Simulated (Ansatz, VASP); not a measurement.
# Cross-check of SiC (Moissanite 3C) between VASP and Ansatz

One calculation is typed for both programs; each brings its own data sets. How far apart do they land? The cell is taken from a series of runs on this material, whose earlier steps may have relaxed, scaled, displaced or heated it; both programs get it as it stands.

Main program and level: Ansatz 0.2.0; plane waves, with VASP 6.6.1 beside it; zone-centre phonons at LDA.

## (1) Set-up

Symmetry: F-43m, No. 216, cubic system. The conventional cell has a = 4.325 Å, b = 4.325 Å, c = 4.325 Å, α = 90.00°, β = 90.00°, γ = 90.00°. Nearest to Si lie 4 C at 1.87 Å. Nearest to C lie 4 Si at 1.87 Å. Farther neighbours are not listed.

## (2) VASP: zone-centre phonons, LDA

Second derivatives magnify differences that forces hide, and they need a tight electronic threshold.

Lines of VASP's logs that name or quote its potential files are left out, and so is its time.

Contents of INCAR:

```
SYSTEM = SiC
PREC = Accurate
ENCUT = 600
EDIFF = 1E-08
NELM = 120
ISMEAR = 0
SIGMA = 0.01
LREAL = .FALSE.
ALGO = Normal
GGA = CA
NBANDS = 10
LORBIT = 11
LWAVE = .FALSE.
LCHARG = .FALSE.
ISIF = 2
IBRION = 8
LEPSILON = .TRUE.
LASPH = .TRUE.
GGA_COMPAT = .FALSE.
EFERMI = MIDGAP
```

Contents of POSCAR:

```
SiC
1.0
   -2.1626207487      0.0000000000      2.1626207487
    0.0000000000      2.1626207487      2.1626207487
   -2.1626207487      2.1626207487      0.0000000000
Si C
1 1
Direct
    0.0000000000      0.0000000000      0.0000000000
    0.2500000000      0.2500000000      0.2500000000
```

Contents of KPOINTS:

```
Automatic mesh
0
Gamma
12 12 12
0 0 0
```

The projector-augmented-wave data sets are Si and C (LDA family, release 64).

Command:

```sh
> export OMP_NUM_THREADS=3
> mpirun -np 1 vasp_std
```

Output:

```text
[banner, memory and clock lines left out]
running    1 mpi-ranks, on    1 nodes
 distrk:  each k-point on    1 cores,    1 groups
 distr:  one band on    1 cores,    1 groups
 Offloading initialized ...    1 GPUs detected
 POSCAR found type information on POSCAR SiC
 POSCAR found :  2 types and       2 ions
 LDA part: xc-table for (Slater(with rela. corr.)+CA(PZ))
 , standard interpolation
 POSCAR, INCAR and KPOINTS ok, starting setup
 FFT: planning ... GRIDC
 FFT: planning ... GRID_SOFT
 FFT: planning ... GRID
 WAVECAR not read
 entering main loop
       N       E                     dE             d eps       ncg     rms          rms(c)
DAV:   1     0.379162255748E+01    0.37916E+01   -0.42760E+03  1464   0.759E+02
DAV:   2    -0.180658606969E+02   -0.21857E+02   -0.20672E+02  1886   0.121E+02
DAV:   3    -0.187448541001E+02   -0.67899E+00   -0.67789E+00  1726   0.185E+01
DAV:   4    -0.187476350465E+02   -0.27809E-02   -0.27807E-02  1662   0.148E+00
DAV:   5    -0.187476487089E+02   -0.13662E-04   -0.13662E-04  1718   0.968E-02    0.930E+00
DAV:   6    -0.167418321795E+02    0.20058E+01   -0.75516E+00  1500   0.133E+01    0.410E+00
DAV:   7    -0.166654326597E+02    0.76400E-01   -0.39690E-01  1698   0.394E+00    0.182E+00
DAV:   8    -0.166448544384E+02    0.20578E-01   -0.27237E-02  1530   0.107E+00    0.178E-01
DAV:   9    -0.166444898371E+02    0.36460E-03   -0.18098E-03  1762   0.249E-01    0.951E-02
DAV:  10    -0.166445041847E+02   -0.14348E-04   -0.11202E-04  1524   0.710E-02    0.318E-02
DAV:  11    -0.166445046083E+02   -0.42362E-06   -0.29912E-06  1724   0.119E-02    0.135E-02
DAV:  12    -0.166445043847E+02    0.22365E-06   -0.67896E-07  1508   0.427E-03    0.595E-04
DAV:  13    -0.166445043840E+02    0.67426E-09   -0.29672E-08  1578   0.116E-03
   1 F= -.16644504E+02 E0= -.16644504E+02  d E =0.000000E+00
 Linear response reoptimize wavefunctions to high precision
DAV:   1    -0.166445043844E+02   -0.42932E-09   -0.40578E-10  1012   0.144E-04
DAV:   2    -0.166445043844E+02   -0.13607E-11   -0.13235E-11   772   0.329E-05
 Linear response G [H, r] |phi>, progress :
  Direction:   1
       N       E                     dE             d eps       ncg     rms
RMM:   1    -0.381041048091E+02   -0.38104E+02   -0.54040E+01  3706   0.409E+01
RMM:   2    -0.323536394334E+02    0.57505E+01   -0.11632E+00  2287   0.965E+00
RMM:   3    -0.323999198131E+02   -0.46280E-01    0.15240E-02  2370   0.908E-01
RMM:   4    -0.324024453943E+02   -0.25256E-02    0.34391E-03  2483   0.101E-01
RMM:   5    -0.324027628580E+02   -0.31746E-03    0.44136E-04  2482   0.129E-02
RMM:   6    -0.324027969577E+02   -0.34100E-04    0.10390E-04  2603   0.185E-03
RMM:   7    -0.324028001754E+02   -0.32177E-05    0.71914E-05  2391   0.383E-04
RMM:   8    -0.324028005242E+02   -0.34884E-06    0.67841E-05  2034   0.181E-04
RMM:   9    -0.324028004286E+02    0.95617E-07    0.65119E-05  1788   0.163E-04
RMM:  10    -0.324027996227E+02    0.80591E-06    0.11641E-04  1624   0.163E-04
RMM:  11    -0.324027998782E+02   -0.25551E-06    0.78889E-05  1358   0.163E-04
RMM:  12    -0.324027998634E+02    0.14782E-07    0.63136E-05   994   0.161E-04
 Linear response G [H, r] |phi>, progress :
  Direction:   2
       N       E                     dE             d eps       ncg     rms
RMM:   1    -0.409135880703E+02   -0.40914E+02   -0.49126E+01  3690   0.433E+01
RMM:   2    -0.323522062831E+02    0.85614E+01   -0.18867E+00  2313   0.113E+01
RMM:   3    -0.323981367765E+02   -0.45930E-01    0.39334E-03  2383   0.110E+00
RMM:   4    -0.324004345645E+02   -0.22978E-02    0.32141E-03  2504   0.126E-01
RMM:   5    -0.324007559319E+02   -0.32137E-03    0.30044E-04  2487   0.163E-02
RMM:   6    -0.324007909461E+02   -0.35014E-04   -0.44054E-05  2616   0.233E-03
RMM:   7    -0.324007942187E+02   -0.32726E-05   -0.77499E-05  2436   0.470E-04
RMM:   8    -0.324007946127E+02   -0.39403E-06   -0.85935E-05  2080   0.209E-04
RMM:   9    -0.324007945438E+02    0.68882E-07   -0.82337E-05  1796   0.182E-04
RMM:  10    -0.324007944667E+02    0.77164E-07   -0.44255E-05  1634   0.181E-04
RMM:  11    -0.324007943239E+02    0.14280E-06    0.14750E-05  1359   0.181E-04
RMM:  12    -0.324007948543E+02   -0.53045E-06   -0.27734E-05  1042   0.179E-04
 Linear response G [H, r] |phi>, progress :
  Direction:   3
       N       E                     dE             d eps       ncg     rms
RMM:   1    -0.256393557802E+02   -0.25639E+02    0.83211E+01  3519   0.421E+01
RMM:   2    -0.223333328073E+02    0.33060E+01   -0.21990E+00  2281   0.106E+01
RMM:   3    -0.223271703105E+02    0.61625E-02   -0.29285E-02  2329   0.108E+00
RMM:   4    -0.223266843045E+02    0.48601E-03   -0.34097E-04  2487   0.127E-01
RMM:   5    -0.223266839161E+02    0.38844E-06   -0.34939E-06  2445   0.172E-02
RMM:   6    -0.223266842080E+02   -0.29193E-06    0.91672E-07  2520   0.253E-03
RMM:   7    -0.223266842857E+02   -0.77676E-07    0.10582E-06  2339   0.464E-04
RMM:   8    -0.223266843490E+02   -0.63344E-07    0.21886E-06  2017   0.161E-04
RMM:   9    -0.223266843754E+02   -0.26409E-07    0.55427E-07  1694   0.121E-04
RMM:  10    -0.223266843760E+02   -0.62832E-09    0.16764E-06  1489   0.120E-04
RMM:  11    -0.223266843750E+02    0.10152E-08    0.10640E-06  1283   0.120E-04
RMM:  12    -0.223266843745E+02    0.52086E-09    0.22758E-06   969   0.119E-04
[...]
change of polarisation eV/A/(eV/A) component  3 :     0.066     0.079     0.377
 dielectric tensor                  component  3 :     0.591     0.706     4.373
 Linear response to external field, progress :
  Direction:   1
       N       E                     dE             d eps       ncg     rms          rms(c)
RMM:   1    -0.341273307257E+00   -0.34127E+00   -0.13567E+00 12843   0.252E+00
RMM:   2    -0.349737049308E+00   -0.84637E-02   -0.25812E-03  8950   0.368E-01    0.861E-01
RMM:   3    -0.339909011012E+00    0.98280E-02   -0.49532E-03  8940   0.419E-01    0.499E-01
RMM:   4    -0.348437501375E+00   -0.85285E-02   -0.59642E-03  9006   0.462E-01    0.750E-02
RMM:   5    -0.350433272496E+00   -0.19958E-02   -0.13016E-04  9069   0.845E-02    0.931E-03
RMM:   6    -0.350517922743E+00   -0.84650E-04   -0.12493E-06  9431   0.843E-03    0.466E-03
RMM:   7    -0.350562523619E+00   -0.44601E-04   -0.79619E-08  9309   0.215E-03    0.283E-04
RMM:   8    -0.350565817212E+00   -0.32936E-05   -0.38028E-09  9889   0.410E-04    0.112E-04
RMM:   9    -0.350565033931E+00    0.78328E-06    0.24821E-10  8208   0.131E-04    0.200E-05
RMM:  10    -0.350565182497E+00   -0.14857E-06   -0.30513E-10  5376   0.321E-05    0.779E-06
 change of polarisation eV/A/(eV/A) component  1 :     0.663    -0.123    -0.129
 dielectric tensor                  component  1 :     6.934    -1.103    -1.156
 Linear response to external field, progress :
  Direction:   2
       N       E                     dE             d eps       ncg     rms          rms(c)
RMM:   1    -0.341273251717E+00   -0.34127E+00   -0.13567E+00 12842   0.252E+00
RMM:   2    -0.349737037324E+00   -0.84638E-02   -0.25817E-03  8949   0.368E-01    0.861E-01
RMM:   3    -0.339910239487E+00    0.98268E-02   -0.49539E-03  8932   0.419E-01    0.499E-01
RMM:   4    -0.348437015519E+00   -0.85268E-02   -0.59655E-03  9005   0.462E-01    0.750E-02
RMM:   5    -0.350432548569E+00   -0.19955E-02   -0.13012E-04  9068   0.845E-02    0.931E-03
RMM:   6    -0.350517155087E+00   -0.84607E-04   -0.12426E-06  9430   0.843E-03    0.466E-03
RMM:   7    -0.350561782019E+00   -0.44627E-04   -0.79355E-08  9303   0.215E-03    0.284E-04
RMM:   8    -0.350565065948E+00   -0.32839E-05   -0.42679E-09  9914   0.411E-04    0.112E-04
RMM:   9    -0.350564281223E+00    0.78472E-06    0.20118E-10  8209   0.131E-04    0.188E-05
RMM:  10    -0.350564444051E+00   -0.16283E-06   -0.83448E-11  5381   0.336E-05    0.644E-06
 change of polarisation eV/A/(eV/A) component  2 :    -0.171     0.663     0.101
 dielectric tensor                  component  2 :    -1.526     6.934     0.905
 Linear response to external field, progress :
  Direction:   3
       N       E                     dE             d eps       ncg     rms          rms(c)
RMM:   1    -0.341273329769E+00   -0.34127E+00   -0.13567E+00 12842   0.252E+00
RMM:   2    -0.349737039299E+00   -0.84637E-02   -0.25816E-03  8949   0.368E-01    0.861E-01
RMM:   3    -0.339909636613E+00    0.98274E-02   -0.49544E-03  8932   0.419E-01    0.499E-01
RMM:   4    -0.348438954493E+00   -0.85293E-02   -0.59654E-03  9003   0.462E-01    0.750E-02
RMM:   5    -0.350435173083E+00   -0.19962E-02   -0.13009E-04  9068   0.845E-02    0.931E-03
RMM:   6    -0.350519834944E+00   -0.84662E-04   -0.12362E-06  9433   0.843E-03    0.466E-03
RMM:   7    -0.350564458446E+00   -0.44624E-04   -0.78860E-08  9307   0.215E-03    0.283E-04
RMM:   8    -0.350567753736E+00   -0.32953E-05   -0.35751E-09  9904   0.411E-04    0.112E-04
RMM:   9    -0.350566970249E+00    0.78349E-06   -0.19435E-11  8203   0.131E-04    0.200E-05
RMM:  10    -0.350567118540E+00   -0.14829E-06   -0.44396E-10  5356   0.322E-05    0.776E-06
 change of polarisation eV/A/(eV/A) component  3 :    -0.168     0.104     0.663
 dielectric tensor                  component  3 :    -1.506     0.926     6.934
 Linear response DOF=            2
 Linear response progress:
  Degree of freedom:   1/  2
       N       E                     dE             d eps       ncg     rms          rms(c)
RMM:   1    -0.163956872182E-01   -0.16396E-01   -0.76005E-03 13205   0.873E-01
RMM:   2    -0.143929675214E-01    0.20027E-02   -0.78965E-04  8625   0.191E-01    0.133E-01
RMM:   3    -0.142703394365E-01    0.12263E-03    0.18370E-05  8772   0.481E-02    0.756E-02
RMM:   4    -0.143404313908E-01   -0.70092E-04    0.19761E-05  8855   0.472E-02    0.885E-03
RMM:   5    -0.143381955873E-01    0.22358E-05   -0.51253E-06  8982   0.783E-03    0.132E-03
RMM:   6    -0.143355597517E-01    0.26358E-05    0.53352E-07  9170   0.760E-04    0.637E-04
RMM:   7    -0.143342042958E-01    0.13555E-05    0.64099E-07  9158   0.245E-04    0.786E-05
RMM:   8    -0.143343468865E-01   -0.14259E-06   -0.51088E-09  9498   0.444E-05    0.196E-05
RMM:   9    -0.143343703691E-01   -0.23483E-07    0.77719E-10  9544   0.168E-05    0.326E-06
RMM:  10    -0.143343607945E-01    0.95746E-08    0.19473E-08  8854   0.702E-06    0.962E-07
 first order change of Fermi-energy   0.15934E+01
 force on displaced ion       1 direction 1 : -19.804  -0.000  -0.000
 Born effective charge ion    1 direction 1 :   2.716   0.000   0.000
 Linear response progress:
  Degree of freedom:   2/  2
       N       E                     dE             d eps       ncg     rms          rms(c)
RMM:   1    -0.126834481652E+00   -0.12683E+00    0.54378E-02 12266   0.208E+00
RMM:   2    -0.123668564849E+00    0.31659E-02   -0.23635E-03  8554   0.409E-01    0.209E-01
RMM:   3    -0.123687482666E+00   -0.18918E-04   -0.77170E-04  8416   0.176E-01    0.103E-01
RMM:   4    -0.124744295885E+00   -0.10568E-02   -0.59918E-04  8504   0.147E-01    0.187E-02
RMM:   5    -0.124725792036E+00    0.18504E-04   -0.53632E-06  8957   0.216E-02    0.182E-03
RMM:   6    -0.124734167279E+00   -0.83752E-05    0.18354E-08  9248   0.243E-03    0.889E-04
RMM:   7    -0.124729710773E+00    0.44565E-05    0.15297E-07  9189   0.493E-04    0.100E-04
RMM:   8    -0.124730439026E+00   -0.72825E-06   -0.90666E-09  9218   0.108E-04    0.287E-05
RMM:   9    -0.124730351822E+00    0.87204E-07   -0.20861E-08  9749   0.301E-05    0.435E-06
RMM:  10    -0.124730376584E+00   -0.24762E-07   -0.22889E-08  9655   0.111E-05    0.189E-06
RMM:  11    -0.124730375354E+00    0.12300E-08   -0.65170E-08  7409   0.803E-06    0.210E-07
 first order change of Fermi-energy  -0.15944E+01
 force on displaced ion       2 direction 1 : -19.805   0.000   0.000
 Born effective charge ion    2 direction 1 :  -2.718   0.000   0.000
 Born effective charges drift removed
 Linear response finished
```

OUTCAR, selected parts (step 2):

```text
ion  position               nearest neighbor table
   1  0.000  0.000  0.000-   2 1.87   2 1.87   2 1.87   2 1.87
   2  0.250  0.250  0.250-   1 1.87   1 1.87   1 1.87   1 1.87

  LATTYP: Found a face centered cubic cell.
 ALAT       =     4.3252414974

 Subroutine GETGRP returns: Found 24 space group operations
 (whereof 24 operations were pure point group operations)

The static configuration has the point symmetry T_d .

 Found     72 irreducible k-points:

   k-points           NKPTS =     72   k-points in BZ     NKDIM =     72   number of bands    NBANDS=     10

   dimension x,y,z NGX =    24 NGY =   24 NGZ =   24
   dimension x,y,z NGXF=    48 NGYF=   48 NGZF=   48

   ENCUT  =  600.0 eV  44.10 Ry    6.64 a.u.   6.11  6.11  6.11*2*pi/ulx,y,z

   NELECT =       8.0000    total number of electrons

 k-points in reciprocal lattice and weights: Automatic mesh
   0.00000000  0.00000000  0.00000000       0.001
   0.08333333  0.00000000  0.00000000       0.005
   0.16666667  0.00000000  0.00000000       0.005
   0.25000000  0.00000000  0.00000000       0.005
   0.33333333  0.00000000  0.00000000       0.005
   0.41666667  0.00000000  0.00000000       0.005
   0.50000000  0.00000000  0.00000000       0.002
   0.08333333  0.08333333  0.00000000       0.003
   0.16666667  0.08333333  0.00000000       0.014
[...]
-0.33333333  0.50000000  0.16666667       0.007
  -0.25000000  0.50000000  0.25000000       0.003

 average (electrostatic) potential at core
       1 -81.6165       2 -48.7099

  Total        0.1069586      0.1069586      0.1069586     -0.0000000      0.0000000      0.0000000
  in kB        8.4714035      8.4714035      8.4714035     -0.0000000      0.0000000      0.0000000
  external PRESSURE =       8.4714035 kB  Pullay stress =       0.0000000 kB

  energy-cutoff  :      600.00
  volume of cell :       20.23
      direct lattice vectors                 reciprocal lattice vectors
    -2.162620749  0.000000000  2.162620749    -0.231200963 -0.231200963  0.231200963
     0.000000000  2.162620749  2.162620749     0.231200963  0.231200963  0.231200963
    -2.162620749  2.162620749  0.000000000    -0.231200963  0.231200963 -0.231200963

 POSITION                                       TOTAL-FORCE (eV/Angst)
 -----------------------------------------------------------------------------------
      0.00000      0.00000      0.00000         0.000000      0.000000     -0.000000
     -1.08131      1.08131      1.08131        -0.000000     -0.000000      0.000000
 -----------------------------------------------------------------------------------
    total drift:                               -0.000000      0.000000      0.000000

 MACROSCOPIC STATIC DIELECTRIC TENSOR (including local field effects in DFT)
 ------------------------------------------------------
           6.933912     0.000000    -0.000000
           0.000000     6.933912    -0.000000
          -0.000000     0.000000     6.933912
 ------------------------------------------------------

 PIEZOELECTRIC TENSOR (including local field effects)  for field in x, y, z        (C/m^2)
          XX          YY          ZZ          XY          YZ          ZX
  --------------------------------------------------------------------------------
  x     0.00000    -0.00000    -0.00000    -0.00000     0.98600     0.00000
  y    -0.00000     0.00000    -0.00000     0.00000    -0.00000     0.98600
  z     0.00000     0.00000     0.00000     0.98600    -0.00000     0.00000

 BORN EFFECTIVE CHARGES (including local field effects) (in |e|, cummulative output)
 ---------------------------------------------------------------------------------
 ion    1
    1     2.71621    -0.00000    -0.00000
    2     0.00000     2.71621     0.00000
    3    -0.00000    -0.00000     2.71621
 ion    2
    1    -2.71621     0.00000     0.00000
    2    -0.00000    -2.71621    -0.00000
    3     0.00000     0.00000    -2.71621

 Eigenvectors and eigenvalues of the dynamical matrix
 ----------------------------------------------------

   1 f  =   23.985890 THz   150.707791 2PiTHz  800.083166 cm-1    99.197625 meV
             X         Y         Z           dx          dy          dz
      0.000000  0.000000  0.000000     0.000000    0.547312    0.000000
     -1.081310  1.081310  1.081310     0.000000   -0.836929    0.000000

   2 f  =   23.985890 THz   150.707791 2PiTHz  800.083166 cm-1    99.197625 meV
             X         Y         Z           dx          dy          dz
      0.000000  0.000000  0.000000    -0.547312    0.000000    0.000000
     -1.081310  1.081310  1.081310     0.836929    0.000000    0.000000

   3 f  =   23.985890 THz   150.707791 2PiTHz  800.083166 cm-1    99.197625 meV
             X         Y         Z           dx          dy          dz
      0.000000  0.000000  0.000000     0.000000    0.000000   -0.547312
     -1.081310  1.081310  1.081310     0.000000    0.000000    0.836929

   4 f/i=    0.000161 THz     0.001014 2PiTHz    0.005381 cm-1     0.000667 meV
             X         Y         Z           dx          dy          dz
      0.000000  0.000000  0.000000     0.836929    0.000000    0.000000
     -1.081310  1.081310  1.081310     0.547312    0.000000    0.000000

   5 f/i=    0.000161 THz     0.001014 2PiTHz    0.005381 cm-1     0.000667 meV
             X         Y         Z           dx          dy          dz
      0.000000  0.000000  0.000000    -0.000000   -0.836929   -0.000000
     -1.081310  1.081310  1.081310    -0.000000   -0.547312   -0.000000

   6 f/i=    0.000161 THz     0.001014 2PiTHz    0.005381 cm-1     0.000667 meV
             X         Y         Z           dx          dy          dz
      0.000000  0.000000  0.000000     0.000000    0.000000    0.836929
     -1.081310  1.081310  1.081310     0.000000    0.000000    0.547312

 MACROSCOPIC STATIC DIELECTRIC TENSOR IONIC CONTRIBUTION
 ------------------------------------------------------
           3.332444    -0.000000    -0.000000
          -0.000000     3.332444    -0.000000
          -0.000000    -0.000000     3.332444
 ------------------------------------------------------

 ELASTIC MODULI CONTR FROM IONIC RELAXATION (kBar)
 Direction    XX          YY          ZZ          XY          YZ          ZX
 --------------------------------------------------------------------------------
 XX          -0.0000     -0.0000     -0.0000      0.0000      0.0000      0.0000
 YY          -0.0000     -0.0000     -0.0000      0.0000     -0.0000      0.0000
 ZZ          -0.0000     -0.0000     -0.0000      0.0000     -0.0000      0.0000
 XY           0.0000      0.0000      0.0000   -287.1687      0.0000      0.0000
 YZ           0.0000     -0.0000     -0.0000      0.0000   -287.1687      0.0000
 ZX           0.0000      0.0000      0.0000      0.0000      0.0000   -287.1687
 --------------------------------------------------------------------------------

 PIEZOELECTRIC TENSOR IONIC CONTR  for field in x, y, z        (C/m^2)
          XX          YY          ZZ          XY          YZ          ZX
  --------------------------------------------------------------------------------
  x    -0.00000    -0.00000    -0.00000     0.00000    -0.92050     0.00000
  y     0.00000     0.00000     0.00000    -0.00000    -0.00000    -0.92050
  z     0.00000     0.00000     0.00000    -0.92050     0.00000     0.00000
```

Energies printed during the response cycles are not total energies of the cell.

(Part 1 of 2 ends here.)

[Lines on the potential files, build, host, timing and source positions are cut from VASP's logs without a mark.]

[Logs are printed without paths, hosts, clocks, repeated set-up lines and the standing remarks that a program may print on its own settings, such as how far it seeks lower states.]

[Hosts, paths, dates, database ids (printed as entryN), source tags and the programs' standing remarks are cut or masked in the printed files.]
